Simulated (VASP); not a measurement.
## ZnRe2: band structure with PBEsol

The system is ZnRe2.

```xyz
3
Lattice="0.0000 2.8956 2.8956 2.8956 0.0000 2.8956 2.8956 2.8956 0.0000" Properties=species:S:1:pos:R:3 pbc="T T T"
Zn    0.0000    0.0000    0.0000
Re    4.3433    4.3433    4.3433
Re    1.4478    1.4478    1.4478
```

The cell was built by a generator and needn't be a form met in nature.

```json
{"Program": "VASP 6.6.1", "Task": "band structure", "Functional": "PBEsol", "Potentials or basis": "VASP PAW PBE potentials, release 64 (Zn, Re)", "Cutoff": "520 eV", "k mesh": "8 × 8 × 8", "Occupations": "fermi-dirac, width 0.05 eV", "Spin": "no spin polarisation", "Further INCAR settings": "ALGO = Fast; EDIFF = 1e-06; NBANDS = 20"}
```

The pressure is -7.2 GPa and the band gap along the path is none (metal or under the smearing width).

Levels at the corners of the path, in eV from the Fermi level:
```tsv
point	band 10	band 11	band 12	band 13	band 14	band 15	band 16	band 17
Γ	-3.29	-3.29	1.80	1.80	1.80	3.57	3.57	5.76
X	-2.09	-1.18	-1.18	0.28	0.28	1.33	1.33	1.82
X	-2.09	-1.18	-1.18	0.28	0.28	1.33	1.33	1.82
W	-1.99	-1.99	-0.32	-0.22	-0.22	0.81	1.06	1.11
W	-1.99	-1.99	-0.32	-0.22	-0.22	0.81	1.06	1.11
K	-2.64	-1.80	-0.53	0.00	0.17	0.46	0.92	1.22
K	-2.64	-1.80	-0.53	0.00	0.17	0.46	0.92	1.22
Γ	-3.29	-3.29	1.80	1.80	1.80	3.57	3.57	5.76
Γ	-3.29	-3.29	1.80	1.80	1.80	3.57	3.57	5.76
L	-1.48	-1.48	-0.74	-0.74	-0.74	-0.22	-0.22	0.20
L	-1.48	-1.48	-0.74	-0.74	-0.74	-0.22	-0.22	0.20
U	-2.64	-1.80	-0.53	0.00	0.17	0.46	0.92	1.22
U	-2.64	-1.80	-0.53	0.00	0.17	0.46	0.92	1.22
W	-1.99	-1.99	-0.32	-0.22	-0.22	0.81	1.06	1.11
W	-1.99	-1.99	-0.32	-0.22	-0.22	0.81	1.06	1.11
L	-1.48	-1.48	-0.74	-0.74	-0.74	-0.22	-0.22	0.20
L	-1.48	-1.48	-0.74	-0.74	-0.74	-0.22	-0.22	0.20
K	-2.64	-1.80	-0.53	0.00	0.17	0.46	0.92	1.22
U	-2.64	-1.80	-0.53	0.00	0.17	0.46	0.92	1.22
X	-2.09	-1.18	-1.18	0.28	0.28	1.33	1.33	1.82
```

Wall time 73 s on 1 thread of Intel(R) Xeon(R) 6975P-C (Granite Rapids) (shared host), peak memory 0.2 GiB.

Caveat: the PAW data sets were made with another functional, which shifts forces and pressure a little; spin-orbit coupling is left out, which moves the levels of the heavy elements.
